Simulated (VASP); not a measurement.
```xyz
1
Lattice="0.0000 2.7900 2.7900 2.7900 0.0000 2.7900 2.7900 2.7900 0.0000" Properties=species:S:1:pos:R:3 pbc="T T T"
Ca     0.0000     0.0000     0.0000
```

These are PBE GGA, VASP's PBE PAW potentials (set 64) (plane waves; VASP) values and carry that method's errors. Run with 300 eV cut-off, 8×8×8 Γ-centred mesh, Gaussian smearing of 0.20 eV, potentials Ca_sv.

Task: What does the run give for the energy per atom (σ→0), band gap (on the k-mesh) with the smallest direct gap where there is one?

Result: 
- band gap (on the k-mesh) = none (metal, semimetal or under 0.01 eV)
- energy per atom (σ→0) = -1.936 eV/atom

Total energies compare only between runs with the same potentials, cut-off and functional.

The structure is a typed Ca crystal (Fm-3m). The cell was not relaxed at this level.
